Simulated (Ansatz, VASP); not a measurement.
## One calculation of Re2W, two programs

```xyz
6
Lattice="5.3237 0.0000 0.0000 0.0000 5.3237 0.0000 0.0000 0.0000 5.3237" Properties=species:S:1:pos:R:3 pbc="T T T"
Re    1.3309    3.9927    1.3309
Re    3.9927    1.3309    1.3309
Re    1.3309    1.3309    3.9927
Re    3.9927    3.9927    3.9927
W     0.0000    0.0000    0.0000
W     2.6618    2.6618    2.6618
```

Change from the starting cell: species swapped into the Ti2H type (Pn-3m, No. 224).

Alike in both runs: task relaxation of cell and atoms; functional PBE; k mesh 8 × 8 × 8; occupations gaussian, width 0.1 eV; no spin polarisation.

|  | VASP | Ansatz |
| --- | --- | --- |
| version | VASP 6.6.1 | Ansatz 0.2.0 |
| potentials or method | VASP PAW PBE potentials, release 64 (Re, W_sv) | scalar-relativistic, plane waves, PAW |
| plane-wave cutoff (eV) | 600 | 420 |
| valence electrons in the cell | 56 | 88 |

Ansatz gave:

```
gap on the k mesh at the Fermi level, each at its own relaxed structure (eV) : none
relaxed volume (Å³/atom)                                                     : 25.17
relaxed cell length with the largest relative difference (Å)                 : 5.326
energy change over the relaxation (meV/atom)                                 : 0
```

**Question.** What did VASP give for the same quantities?

**Answer.** gap on the k mesh at the Fermi level, each at its own relaxed structure (eV): none; relaxed volume (Å³/atom): 25.45; relaxed cell length with the largest relative difference (Å): 5.345; energy change over the relaxation (meV/atom): -1.

A gap of «none» marks a metal or a gap that the smearing closes. The two sets of potentials don't hold the same shells in valence.

The runs have no spin-orbit coupling, so splittings on Re, W are missing.
